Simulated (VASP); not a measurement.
Output of a VASP run:

OUTCAR:
```
 ion  position               nearest neighbor table
   1  0.000  0.000  0.000-   2 2.38   2 2.38   2 2.38   2 2.38
   2  0.250  0.250  0.250-   1 2.38   1 2.38   1 2.38   1 2.38
  LATTYP: Found a face centered cubic cell.
 ALAT       =     5.5058886612
 Subroutine PRICEL returns:
 Original cell was already a primitive cell.
 Subroutine GETGRP returns: Found 24 space group operations
The static configuration has the point symmetry T_d .
The dynamic configuration has the point symmetry T_d .
 Subroutine INISYM returns: Found 24 space group operations
 Subroutine IBZKPT returns following result:
 Found     16 irreducible k-points:

 Following reciprocal coordinates:
            Coordinates               Weight
  0.000000  0.000000  0.000000      1.000000
  0.166667  0.000000  0.000000      8.000000
  0.333333  0.000000  0.000000      8.000000
  0.500000  0.000000  0.000000      4.000000
  0.166667  0.166667  0.000000      6.000000
  0.333333  0.166667  0.000000     24.000000
  0.500000  0.166667  0.000000     24.000000
 -0.333333  0.166667  0.000000     24.000000
 -0.166667  0.166667  0.000000     12.000000
  0.333333  0.333333  0.000000      6.000000
  0.500000  0.333333  0.000000     24.000000
 -0.333333  0.333333  0.000000     12.000000
  0.500000  0.500000  0.000000      3.000000
  0.500000  0.333333  0.166667     24.000000
 -0.333333  0.333333  0.166667     24.000000
 -0.333333  0.500000  0.166667     12.000000
 Subroutine IBZKPT_HF returns following result:
   k-points           NKPTS =     16   k-points in BZ     NKDIM =    216   number of bands    NBANDS=     13
   number of dos      NEDOS =    301   number of ions     NIONS =      2
   total plane-waves  NPLWV =  27000
   dimension x,y,z NGX =    30 NGY =   30 NGZ =   30
   dimension x,y,z NGXF=    60 NGYF=   60 NGZF=   60
   ions per type =               1   1
   PREC   = accura    normal or accurate (medium, high low for compatibility)
   ISTART =      1    job   : 0-new  1-cont  2-samecut
   ICHARG =      0    charge: 1-file 2-atom 10-const
   ISPIN  =      1    spin polarized calculation?
   LNONCOLLINEAR =      F non collinear calculations
   LSORBIT =      F    spin-orbit coupling
   INIWAV =      1    electr: 0-lowe 1-rand  2-diag
   ENCUT  =  520.0 eV  38.22 Ry    6.18 a.u.   7.24  7.24  7.24*2*pi/ulx,y,z
   NELM   =     60;   NELMIN=  2; NELMDL=  0     # of ELM steps
   EDIFF  = 0.1E-05   stopping-criterion for ELM
   LREAL  =      F    real-space projection
   NLSPLINE    = F    spline interpolate recip. space projectors
   LMAXMIX     =    4 max onsite mixed and CHGCAR
   VOSKOWN=      0    Vosko Wilk Nusair interpolation
   EDIFFG = 0.1E-04   stopping-criterion for IOM
   NSW    =      0    number of steps for IOM
   NBLOCK =      1;   KBLOCK =      1    inner block; outer block
   IBRION =     -1    ionic relax: 0-MD 1-quasi-New 2-CG
   NFREE  =      0    steps in history (QN), initial steepest desc. (CG)
   ISIF   =      2    stress and relaxation
   ISYM   =      3    0-nonsym 1-usesym 2-fastsym
   TEIN   =    0.0    initial temperature
   TEBEG  =    0.0;   TEEND  =   0.0 temperature during run
   SMASS  =  -3.00    Nose mass-parameter (am)
   PSTRESS=    0.0 pullay stress
   NELECT =      18.0000    total number of electrons
   EFERMI =   0.00;   METHOD = LEGACY
   ISMEAR =     0;   SIGMA  =   0.05  broadening in eV -4-tet -1-fermi 0-gaus
   IALGO  =     38    algorithm
   LDIAG  =      T    sub-space diagonalisation (order eigenvalues)
   IMIX   =      1    mixing-type and parameters
     AMIX     =   0.40;   BMIX     =  1.00
     AMIX_MAG =   1.60;   BMIX_MAG =  1.00
     AMIN     =   0.10
   GGA     = B3    functional components
   VOSKOWN =     0    Vosko Wilk Nusair interpolation
   LHFCALC =     T    Hartree Fock is set to
   NKREDX  =     1    reduce k-point grid by
   AEXX    =    0.2000 exact exchange contribution
   HFSCREEN=    0.0000 screening length (either q_TF or 0.3 A-1)
   HFRCUT  =   -1.0000 spherical cutoff for potential kernel
...
```

OSZICAR:
```
       N       E                     dE             d eps       ncg     rms          rms(c)
DAV:   1    -0.999646728655E+01   -0.99965E+01   -0.31420E-01   561   0.132E+01    0.504E-01
DAV:   2    -0.999403442989E+01    0.24329E-02   -0.52629E-02   608   0.400E+00    0.279E-01
DAV:   3    -0.999128506560E+01    0.27494E-02   -0.57851E-03   521   0.124E+00    0.131E-01
DAV:   4    -0.999097280067E+01    0.31226E-03   -0.15510E-03   521   0.391E-01    0.751E-02
DAV:   5    -0.999096190285E+01    0.10898E-04   -0.22503E-04   590   0.120E-01    0.564E-02
DAV:   6    -0.999095321678E+01    0.86861E-05   -0.21680E-05   545   0.442E-02    0.368E-02
DAV:   7    -0.999094913703E+01    0.40797E-05   -0.50967E-06   511   0.178E-02    0.220E-02
DAV:   8    -0.999094811194E+01    0.10251E-05   -0.17698E-06   324   0.101E-02    0.127E-02
DAV:   9    -0.999094786575E+01    0.24619E-06   -0.70864E-07   233   0.725E-03
   1 F= -.99909479E+01 E0= -.99909479E+01  d E =-.119089E-11
       N       E                     dE             ncg
```

OUTCAR:
```
------------------------ aborting loop because EDIFF is reached ----------------------------------------
  FORCE on cell =-STRESS in cart. coord.  units (eV):
  Direction    XX          YY          ZZ          XY          YZ          ZX
  --------------------------------------------------------------------------------------
  Total        0.2992920      0.2992920      0.2992920     -0.0000000      0.0000000     -0.0000000
  in kB       11.4916773     11.4916773     11.4916773     -0.0000000      0.0000000     -0.0000000
  external PRESSURE =      11.4916773 kB  Pullay stress =       0.0000000 kB
  volume of cell :       41.73
      direct lattice vectors                 reciprocal lattice vectors
     0.000000000  2.752944331  2.752944331    -0.181623724  0.181623724  0.181623724
     2.752944331  0.000000000  2.752944331     0.181623724 -0.181623724  0.181623724
     2.752944331  2.752944331  0.000000000     0.181623724  0.181623724 -0.181623724
  FREE ENERGIE OF THE ION-ELECTRON SYSTEM (eV)
  ---------------------------------------------------
  free  energy   TOTEN  =        -9.9909478658 eV

  energy  without entropy=       -9.9909478657  energy(sigma->0) =       -9.99094787

  exchange ACFDT corr.  =         0.00000000  see jH, gK, PRB 81, 115126
```
(Selected blocks of OUTCAR.)

File POSCAR:
```
GaP
1
    0.0000000000     2.7529443306     2.7529443306
    2.7529443306     0.0000000000     2.7529443306
    2.7529443306     2.7529443306     0.0000000000
Ga P
1 1
Direct
  0.0000000000   0.0000000000   0.0000000000
  0.2500000000   0.2500000000   0.2500000000
```

### Question
Reconstruct the remaining input files.

### Answer
One answer among several that fit: the input of the run itself, B3LYP hybrid, plane waves, VASP's PBE PAW potentials (set 64).

### KPOINTS_OPT
```
named points and PBE's band edges
8
Reciprocal
  0.000000   0.000000   0.000000 1 ! GAMMA
 -0.500000  -0.500000   0.000000 1 ! X
  0.000000   0.000000   0.500000 1 ! L
 -0.500000  -0.250000   0.250000 1 ! W
 -0.375000   0.000000   0.375000 1 ! K
 -0.375000  -0.375000   0.250000 1 ! U
  0.000000   0.000000   0.035710 1 ! near an edge
 -0.026790   0.000000   0.026790 1 ! near an edge
```

**INCAR**
```
SYSTEM=GaP
PREC=Accurate; ENCUT=520; LREAL=F
LASPH=T; ISYM=3
EDIFF=1E-6; NELM=60; ALGO=Normal
LMAXMIX=4
ISMEAR=0; SIGMA=0.05
GGA=B3; AGGAC=0.81; AGGAX=0.72
ALDAC=0.19; LHFCALC=T; AEXX=0.2
HFRCUT=-1; PRECFOCK=Fast
ISIF=2
LWAVE=F; LCHARG=F
```

KPOINTS:
```
Automatic mesh
0
Gamma
6 6 6
0 0 0
```

POTCAR, in this order: Ga_d P (PBE.64 set). Program: vasp_std. Read from the step before: WAVECAR.

The compound is GaP in the zinc blende structure. It was relaxed first.
